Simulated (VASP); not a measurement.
# Band edges against the vacuum: BN(110)

Where do the bulk band edges lie against the vacuum outside BN(110)?

Program: VASP 6.6.1. Level of theory: PBE; plane waves and PAW (B, N). Results are calculated unless marked as measured.

Most raw output is cut from this account.

### 1. Set-up

The structure is cubic, space group F-43m (No. 216). The conventional cell has a = 3.620 Å, b = 3.620 Å, c = 3.620 Å, α = 90.00°, β = 90.00°, γ = 90.00°. Nearest to B lie 4 N at 1.57 Å. Nearest to N lie 4 B at 1.57 Å. Farther neighbours and most contacts between anions are not listed.

Coordinates:

```xyz
2
Lattice="0.0000 1.8100 1.8100 1.8100 0.0000 1.8100 1.8100 1.8100 0.0000" Properties=species:S:1:pos:R:3 pbc="T T T"
B     0.0000    0.0000    0.0000
N     0.9050    0.9050    0.9050
```

### 2. Relaxing the bulk crystal

First cell and atoms are relaxed at a raised cutoff, so that later runs start from this functional's own cell.

INCAR

```
SYSTEM = BN
PREC = Accurate
ENCUT = 520
EDIFF = 1E-06
NELM = 120
ISMEAR = 0
SIGMA = 0.03
LREAL = .FALSE.
ALGO = Normal
GGA = PE
NBANDS = 10
LORBIT = 11
LWAVE = .FALSE.
LCHARG = .FALSE.
KPAR = 4
IBRION = 2
NSW = 40
ISIF = 3
EDIFFG = -0.02
POTIM = 0.4
```

POSCAR

```
BN
1.0
    0.0000000000      1.8100000000      1.8100000000
    1.8100000000      0.0000000000      1.8100000000
    1.8100000000      1.8100000000      0.0000000000
B N
1 1
Direct
    0.0000000000      0.0000000000      0.0000000000
    0.2500000000      0.2500000000      0.2500000000
```

KPOINTS

```
Automatic mesh
0
Gamma
9 9 9
0 0 0
```

The projector-augmented-wave data sets are B and N (PBE family, release 64).

The run is started by

```bash
mpirun -np 4 vasp_std
```

It took 3.4 s on 4 MPI ranks of AMD EPYC 7R43, shared host; peak memory 0.39 GiB; 11 s of CPU time.

The run keeps the 24 symmetry operations of its start, so it cannot find a distortion of lower symmetry.

Relaxation path:

```tsv
step	energy less that of the first step (eV)	largest force (eV/Å)	pressure (GPa)	volume (Å³)
1	0.0000	0.0000	1.71	11.86
2	-0.0002	0.0000	-1.05	11.95
3	-0.0003	0.0000	0.01	11.91
```

```tsv
conventional cell, symmetrised	before	after	change
a (Å)	3.620	3.625	+0.1 %
b (Å)	3.620	3.625	+0.1 %
c (Å)	3.620	3.625	+0.1 %
volume (Å³/atom)	5.93	5.96	+0.4 %
```

The relaxed structure:

```
B N
1.0
     0.00000    1.81271    1.81271
     1.81271    0.00000    1.81271
     1.81271    1.81271    0.00000
B N
1 1
Direct
  0.00000 0.00000 0.00000
  0.25000 0.25000 0.25000
```

This step gave:

* electronic cycles: 22
* electrons: 8
* free energy (TOTEN): -17.45 eV
* Fermi energy: 7.563 eV

The run ended after 3 ionic steps, 0.000 eV below its first step, once forces and stress met EDIFFG = -0.02.

### 3. Band edges of the bulk

A static bulk run at the slab's cutoff gives the band edges and the core potentials that tie them to the slab.

INCAR

```
SYSTEM = BN
PREC = Normal
ENCUT = 440
EDIFF = 1E-06
NELM = 120
ISMEAR = 0
SIGMA = 0.03
LREAL = .FALSE.
ALGO = Normal
GGA = PE
NBANDS = 10
LORBIT = 11
LWAVE = .FALSE.
LCHARG = .FALSE.
KPAR = 4
```

POSCAR

```
BN
1.0
    0.0000000000      1.8127108717      1.8127108717
    1.8127108717      0.0000000000      1.8127108717
    1.8127108717      1.8127108717      0.0000000000
B N
1 1
Direct
    0.0000000000      0.0000000000      0.0000000000
    0.2500000000      0.2500000000      0.2500000000
```

KPOINTS

```
Automatic mesh
0
Gamma
21 21 21
0 0 0
```

The run is started by

```bash
mpirun -np 4 vasp_std
```

It took 4.6 s on 4 MPI ranks; peak memory 0.36 GiB.

The gap is read on the k-mesh alone, so it is an upper bound where the band edges lie off the mesh.

This step gave:

| Item | Value |
| --- | --- |
| electronic cycles | 12 |
| Fermi energy | 7.569 eV |
| metallic | no |
| gap on the k-mesh | 4.477 eV |
| least direct gap on the k-mesh | 8.778 eV |

### 4. Surface relaxation

System of this step: BN(110). The cell holds 18 atoms: 9 B and 9 N. Cell: a = 2.564 Å, b = 3.625 Å, c = 26.254 Å, α = 90.0°, β = 90.0°, γ = 90.0°. It derives from BN. 9 layers, cut at this functional's lattice. Vacuum lies along c.

All atoms relax at the fixed cell.

INCAR

```
SYSTEM = BN
PREC = Normal
ENCUT = 440
EDIFF = 1E-05
NELM = 120
ISMEAR = 0
SIGMA = 0.03
LREAL = Auto
ALGO = Fast
GGA = PE
NBANDS = 54
LORBIT = 11
LWAVE = .FALSE.
LCHARG = .FALSE.
KPAR = 4
IBRION = 2
NSW = 60
ISIF = 2
EDIFFG = -0.03
POTIM = 0.4
MAXMIX = 40
IDIPOL = 3
LDIPOL = .TRUE.
DIPOL = 0.5 0.5 0.5
```

POSCAR

```
BN
1.0
    2.5635602994      0.0000000000      0.0000000000
    0.0000000000      3.6254217434      0.0000000000
    0.0000000000      0.0000000000     26.2542411977
B N
9 9
Direct
    0.0000000000      0.0000000000      0.3047126700
    0.5000000000      0.5000000000      0.3535345000
    0.0000000000      0.0000000000      0.4023563400
    0.5000000000      0.5000000000      0.4511781700
    0.0000000000      0.0000000000      0.5000000000
    0.5000000000      0.5000000000      0.5488218300
    0.0000000000      0.0000000000      0.5976436600
    0.5000000000      0.5000000000      0.6464655000
    0.0000000000      0.0000000000      0.6952873300
    0.0000000000      0.7500000000      0.3535345000
    0.5000000000      0.2500000000      0.3047126700
    0.0000000000      0.7500000000      0.4511781700
    0.5000000000      0.2500000000      0.4023563400
    0.0000000000      0.7500000000      0.5488218300
    0.5000000000      0.2500000000      0.5000000000
    0.0000000000      0.7500000000      0.6464655000
    0.5000000000      0.2500000000      0.5976436600
    0.5000000000      0.2500000000      0.6952873300
```

KPOINTS

```
Automatic mesh
0
Gamma
9 7 1
0 0 0
```

The run is started by

```bash
mpirun -np 4 vasp_std
```

It took 4.2 min on 4 MPI ranks; peak memory 1.1 GiB; 17 min of CPU time.

The run keeps the 4 symmetry operations of its start, so it cannot find a distortion of lower symmetry.

Relaxation path:

```tsv
step	energy less that of the first step (eV)	largest force (eV/Å)
1	0.0000	6.2310
2	-1.7614	2.0606
3	-1.8922	1.2870
4	-2.0881	0.6883
5	-2.0935	0.6804
6	-2.1202	0.5030
7	-2.1235	0.3037
8	-2.1321	0.1602
9	-2.1321	0.1638
10	-2.1353	0.1186
11	-2.1353	0.1218
12	-2.1379	0.0889
13	-2.1384	0.1063
14	-2.1403	0.0875
15	-2.1403	0.0876
16	-2.1411	0.0361
17	-2.1411	0.0272
```

The atoms that moved most (Å):

```tsv
atom	dx	dy	dz	length
B9	0.000	0.175	-0.211	0.274
B1	0.000	0.175	0.211	0.274
N11	0.000	-0.066	-0.006	0.066
N18	0.000	-0.066	0.006	0.066
B2	0.000	-0.004	-0.063	0.063
B8	0.000	-0.004	0.063	0.063
N10	0.000	-0.030	-0.038	0.049
N16	0.000	-0.030	0.038	0.049
```

The relaxed structure:

```
B N
1.0
     2.56356    0.00000    0.00000
     0.00000    3.62542    0.00000
     0.00000    0.00000   26.25424
B N
9 9
Direct
  0.00000 0.04837 0.31275
  0.50000 0.49886 0.35113
  0.00000 0.99763 0.40268
  0.50000 0.49479 0.45096
  0.00000 0.99532 0.50000
  0.50000 0.49479 0.54904
  0.00000 0.99763 0.59732
  0.50000 0.49886 0.64887
  0.00000 0.04837 0.68725
  0.00000 0.74165 0.35207
  0.50000 0.23179 0.30449
  0.00000 0.74491 0.45100
  0.50000 0.24677 0.40223
  0.00000 0.74491 0.54900
  0.50000 0.24517 0.50000
  0.00000 0.74165 0.64793
  0.50000 0.24677 0.59777
  0.50000 0.23179 0.69551
```

This step gave:

```yaml
electronic_cycles: 128
electrons: 72
free_energy_toten: -153.8482 eV
fermi_energy: -0.3056 eV
dipole_moment: 0, 0, 0 e·Å
gap_on_the_k_mesh: 2.662 eV
least_direct_gap_on_the_k_mesh: 3.196 eV
```

The run ended after 17 ionic steps, 2.141 eV below its first step, once the forces on the free atoms met EDIFFG = -0.03.

### 5. Potential and states of the slab

A static run writes the electrostatic potential without exchange and correlation (LVHAR), which is flat in the vacuum and gives the level to count from. The dipole correction cancels the field that unlike faces would set up across the vacuum.

INCAR

```
SYSTEM = BN
PREC = Normal
ENCUT = 440
EDIFF = 1E-06
NELM = 120
ISMEAR = 0
SIGMA = 0.03
LREAL = Auto
ALGO = Fast
GGA = PE
NBANDS = 54
LORBIT = 11
LWAVE = .FALSE.
LCHARG = .TRUE.
KPAR = 4
IDIPOL = 3
LDIPOL = .TRUE.
DIPOL = 0.5 0.5 0.5
LVHAR = .TRUE.
LVACPOTAV = .TRUE.
NEDOS = 1500
```

POSCAR

```
BN
1.0
    2.5635602994      0.0000000000      0.0000000000
    0.0000000000      3.6254217434      0.0000000000
    0.0000000000      0.0000000000     26.2542411977
B N
9 9
Direct
    0.0000000000      0.0483727685      0.3127490177
    0.5000000000      0.4988551026      0.3511326894
    0.0000000000      0.9976305131      0.4026790427
    0.5000000000      0.4947850503      0.4509564470
    0.0000000000      0.9953156419      0.5000000000
    0.5000000000      0.4947850503      0.5490435530
    0.0000000000      0.9976305131      0.5973209573
    0.5000000000      0.4988551026      0.6488673106
    0.0000000000      0.0483727685      0.6872509823
    0.0000000000      0.7416491882      0.3520721715
    0.5000000000      0.2317859648      0.3044851559
    0.0000000000      0.7449072591      0.4509993346
    0.5000000000      0.2467729057      0.4022340379
    0.0000000000      0.7449072591      0.5490006654
    0.5000000000      0.2451668533      0.5000000000
    0.0000000000      0.7416491882      0.6479278285
    0.5000000000      0.2467729057      0.5977659621
    0.5000000000      0.2317859648      0.6955148441
```

KPOINTS is that of step 4.

KPOINTS_OPT

```
Line mode
14
Line-mode
Reciprocal
  0.00000000   0.00000000   0.00000000 GAMMA
  0.50000000   0.00000000   0.00000000 X

  0.50000000   0.00000000   0.00000000 X
  0.50000000   0.50000000   0.00000000 S

  0.50000000   0.50000000   0.00000000 S
  0.00000000   0.50000000   0.00000000 Y

  0.00000000   0.50000000   0.00000000 Y
  0.00000000   0.00000000   0.00000000 GAMMA

  0.00000000   0.00000000   0.00000000 GAMMA
  0.50000000   0.50000000   0.00000000 S
```

The run is started by

```bash
mpirun -np 4 vasp_std
```

Run time: 2 min. Hardware: 4 MPI ranks; peak memory 1.4 GiB; 8 min of CPU time.

This step gave:

```yaml
electronic_cycles: 24
fermi_energy: -0.2941 eV
least_gap_on_mesh_and_path: 2.464 eV
least_direct_gap_on_mesh_and_path: 2.925 eV
vacuum_levels: 6.229, 6.229 eV
ionisation_potentials_of_the_upper_and_lower_face: 6.667, 6.667 eV
electron_affinities_of_the_upper_and_lower_face: 4.202, 4.202 eV
```

The electronic bands at the labelled points (eV, zero at the valence-band top; v1 is the highest filled band, c1 the lowest empty one):

```tsv
point	v4	v3	v2	v1	c1	c2	c3	c4
Γ	-0.77	-0.46	-0.12	0.00	4.41	5.11	5.45	5.77
0.46 of the way	-2.47	-1.68	-0.77	-0.59	4.72	4.84	6.56	6.63
X	-3.03	-2.99	-0.57	-0.46	2.46	2.51	4.66	5.10
0.54 of the way	-2.92	-2.82	-0.35	-0.25	3.40	3.45	6.54	6.71
S	-2.65	-2.44	-0.17	-0.07	4.03	4.09	8.72	8.83
0.54 of the way	-2.30	-2.09	-0.22	-0.19	4.66	4.72	8.91	8.98
Y	-2.35	-2.24	-0.39	-0.37	4.75	4.84	6.90	7.16
0.46 of the way	-1.58	-1.58	-0.27	-0.18	4.75	4.98	5.75	6.47
Γ	-0.77	-0.46	-0.12	0.00	4.41	5.11	5.45	5.77
0.46 of the way	-1.89	-1.65	-0.42	-0.33	4.61	4.69	7.42	7.46
S	-2.65	-2.44	-0.17	-0.07	4.03	4.09	8.72	8.83
```

Of the projections kept (B, N), the largest for each band there; the rest of the weight can lie on other orbitals:

```tsv
point	v4	v3	v2	v1	c1	c2	c3	c4
Γ	N 0.80	N 0.84	N 0.92	N 0.92	B 0.55	B 0.55	B 0.52	N 0.58
X	N 0.68	N 0.68	N 0.89	N 0.88	B 0.84	B 0.87	B 0.57	B 0.63
S	N 0.67	N 0.70	N 0.91	N 0.91	B 0.86	B 0.85	N 0.53	N 0.68
Y	N 0.72	N 0.72	N 0.90	N 0.91	B 0.83	B 0.82	B 0.76	B 0.78
Γ	N 0.80	N 0.84	N 0.92	N 0.92	B 0.55	B 0.55	B 0.52	N 0.58
S	N 0.67	N 0.70	N 0.91	N 0.91	B 0.86	B 0.85	N 0.53	N 0.68
```

The planar average of the electrostatic potential oscillates, so the rows of the table below give means over windows of 1.31 Å about each position, cut where the curve ends. Its maxima inside the range that stand out by 2 % of the span (Å: eV): 8.5: -6.92, 9.9: -3.30, 11.2: -4.32, 12.5: -3.94, 13.8: -3.94, 15.1: -4.32, 16.3: -3.30, 17.7: -6.92. Its minima: 8.1: -8.69, 9.1: -10.3, 10.7: -9.71, 11.7: -9.81, 13.2: -9.79, 14.5: -9.81, 15.6: -9.71, 17.2: -10.3, 18.2: -8.69.

Zero at the Fermi level. Planar average of the electrostatic potential against height; means over each step:

```tsv
height (Å)	planar average of the electrostatic potential (eV)
0.66	6.52
1.97	6.52
3.28	6.52
4.58	6.52
5.90	6.46
7.21	2.24
8.52	-8.48
9.82	-7.48
11.13	-7.88
12.45	-7.80
13.76	-7.80
15.06	-7.88
16.38	-7.46
17.69	-8.58
19.00	1.66
20.31	6.45
21.62	6.52
22.93	6.52
24.24	6.52
25.55	6.52
```

Density of states in the PAW spheres, an atom over height of the layer and energy from the Fermi level.

Ten even steps from '_' (0.00 states/eV) to '@' (1.49 states/eV), each cell a mean:
```
______________________
______________________
@@....__________....@@
--__________________--
______________________
______________________
______..........______
..__..............__..
::..::::::::::::::..::
::..::::::::::::::..::
--..::::......::::..--
::..................::
--..::::::::::::::..--
::..................::
......::..::..::......
::..::::::::::::::..::
......................
......................
......................
......................
........______........
____..__________..____
```
Columns: height of the layer (Å) from 8 to 18.3 (not evenly spaced); rows upwards: energy from the Fermi level (eV) from -7.9 to 0.5.

Electrostatic potential energy in the cb plane at fractional x = 0.000, with atoms of B and N within 0.2 Å of it. With pseudopotentials it is smooth inside the atoms' cores, unlike the true potential.

Ten even steps from '0' (-40 eV) to '9' (6 eV), each cell a mean:
```
99999999999999999999852244562535555353554535
99999999999999999999987720046563003656400265
99999999999999999999999820048883003888400278
99999999999999999999999863478987447898744689
99999999999999999999999988889998888999888899
99999999999999999999998888888888888888888888
99999999999999999999986678888788888878888887
99999999999999999999843347874347887434788743
99999999999999999999727737853835886384588638
```
Columns run along c (16.0 Å, from fractional 0.00 to 0.61 of the cell; values clipped at the 3rd and 97th percentile), rows up along b (3.6 Å). Atoms in or near the plane, at fractional coordinates: B at (0.31, 0.05), B at (0.40, 0.00), B at (0.50, 0.00), B at (0.60, 0.00), N at (0.35, 0.74), N at (0.45, 0.74), N at (0.55, 0.74).

Valence density in the cb plane at fractional x = 0.000, with atoms of B and N within 0.2 Å of it. It is the smooth field of the valence electrons, not physical close to the nuclei.

Values in e/Å³, 5 rows by 16 columns, each cell a mean:
```
0.0 0.0 0.0 0.0 0.0 0.0 0.0 0.1 1.0 2.2 0.8 1.7 1.7 0.8 2.2 1.0
0.0 0.0 0.0 0.0 0.0 0.0 0.0 0.0 0.7 2.7 0.4 1.8 1.8 0.4 2.7 0.7
0.0 0.0 0.0 0.0 0.0 0.0 0.0 0.0 0.2 0.5 0.1 0.3 0.3 0.1 0.5 0.2
0.0 0.0 0.0 0.0 0.0 0.0 0.0 0.2 0.3 0.1 0.3 0.2 0.2 0.3 0.1 0.3
0.0 0.0 0.0 0.0 0.0 0.0 0.0 0.2 0.5 0.4 0.5 0.4 0.4 0.5 0.3 0.5
```
Columns run along c (16.0 Å, from fractional 0.00 to 0.61 of the cell), rows up along b (3.6 Å). Atoms in or near the plane, at fractional coordinates: B at (0.31, 0.05), B at (0.40, 0.00), B at (0.50, 0.00), B at (0.60, 0.00), N at (0.35, 0.74), N at (0.45, 0.74), N at (0.55, 0.74).

The map of layer states is cut here 0.5 eV above the Fermi level, so it leaves out the states above that.

The vacuum level lies 6.67 eV above the highest filled level at the upper face; both faces agree, as the slab has next to no dipole.

The program found no field-free point at its default tolerance, and its printed vacuum level lies off the flat part of the planar average, by -0.02 eV at the upper face; the levels here are read from the flat part.

### 6. Lining up bulk and slab

This step: band edges against the vacuum, PBE; plane waves and PAW (VASP 6.6.1).

Derived from the runs above.

This step gave:

- ionisation energy: 7.052 eV
- offset spread: 0.05150 eV
- bulk gap: 4.477 eV
- slab gap: 2.464 eV
- electron affinity: 2.575 eV
- buckling: 0.2170 Å
- tilt: 18.07 degree
- surface energy, relaxed: 2.791 J/m²

The averaged core potentials of the four middle atoms lie -8.123 eV from those of the bulk run. The bulk valence top (7.300 eV), moved by that offset, is taken from the upper vacuum level (6.229 eV).

### 7. Summary of results

```
ionisation energy       : 7.05 eV
electron affinity       : 2.58 eV
buckling                : 0.217 Å
surface energy, relaxed : 2.79 J/m²
```

The bulk valence-band top lies 7.05 eV below the vacuum of BN(110), and the conduction-band bottom 2.58 eV. The top layer buckles by 0.22 Å, a tilt of 18°, with N outermost, as the anion takes the dangling-bond electrons and the cation flattens towards sp². The surface costs 2.79 J/m². The slab's least gap is 2.46 eV, against 4.48 eV in the bulk. Confinement widens it, surface states can narrow it, and the two gaps need not lie at the same wave vector; the faces' own affinities count to the slab's lowest empty state. The offsets of the four middle atoms spread by 0.05 eV; a shift common to all four would not show in it. The bulk edges are read on a mesh, so a band minimum between its points makes the gap too large and the affinity too small. One thickness was run. Semilocal band edges put the valence top too high and the gap too small.

[Lines on the potential files, build, host, timing and source positions are cut from VASP's logs without a mark.]

[Logs are printed without paths, hosts, clocks, repeated set-up lines and the standing remarks that a program may print on its own settings, such as how far it seeks lower states.]

[Hosts, paths, dates, database ids (printed as entryN), source tags and the programs' standing remarks are cut or masked in the printed files.]

[Runs that stopped without an error message from VASP are left out.]
